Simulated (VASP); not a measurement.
Level of theory: PBEsol GGA, VASP's PBE PAW potentials (set 64) (plane waves; VASP).

The input files of a VASP run:

### POSCAR
```
Ho
1
    1.7739167601    -3.0725140099     0.0000000000
    1.7739167601     3.0725140099     0.0000000000
    0.0000000000     0.0000000000     5.4473286645
Ho
2
Direct
  0.3333330000   0.6666670000   0.2500000000
  0.6666670000   0.3333330000   0.7500000000
```

INCAR:
```
SYSTEM  =  Ho
PREC  =  Accurate; ENCUT  =  400; LREAL  =  .False.
LASPH  =  .True.
EDIFF  =  1E-8; NELM  =  100; ALGO  =  Normal
LMAXMIX  =  6
ISMEAR  =  1; SIGMA  =  0.1
GGA  =  PS
IBRION  =  1; NSW  =  30; ISIF  =  2
EDIFFG  =  -0.001
LWAVE  =  .False.; LCHARG  =  .False.
```

KPOINTS:
```
kpoints
0
gamma
  11 11 6
0 0 0
```

POTCAR, in this order: Ho_3 (PBE.64 set). Program: vasp_std.

The 4f electrons are frozen in the core of the lanthanide potential, so 4f levels, which can set the real gap, and their magnetism are missing.

Task: Predict the energy per atom (σ→0), band gap (on the k-mesh).

Result: 
- energy per atom (σ→0): -4.945 eV/atom
- band gap (on the k-mesh): none (metal, semimetal or under 0.01 eV)

**OSZICAR**
```
...
DAV:   8    -0.988836438786E+01    0.38992E-03   -0.29637E-03  2372   0.606E-01    0.636E-02
DAV:   9    -0.988837461042E+01   -0.10223E-04   -0.22782E-04  2816   0.188E-01    0.321E-02
DAV:  10    -0.988836969238E+01    0.49180E-05   -0.20273E-05  2782   0.477E-02    0.324E-02
DAV:  11    -0.988836984637E+01   -0.15399E-06   -0.10561E-06  2673   0.108E-02    0.482E-03
DAV:  12    -0.988836998566E+01   -0.13929E-06   -0.22329E-07  2884   0.477E-03    0.241E-03
DAV:  13    -0.988836994992E+01    0.35732E-07   -0.84930E-09  1517   0.122E-03    0.166E-04
DAV:  14    -0.988836995137E+01   -0.14450E-08   -0.15006E-09  1417   0.904E-04
   1 F= -.98883700E+01 E0= -.98896480E+01  d E =-.988837E+01
```

The compound is Ho in the hcp structure. It was relaxed first. The start is the result of an earlier pass.
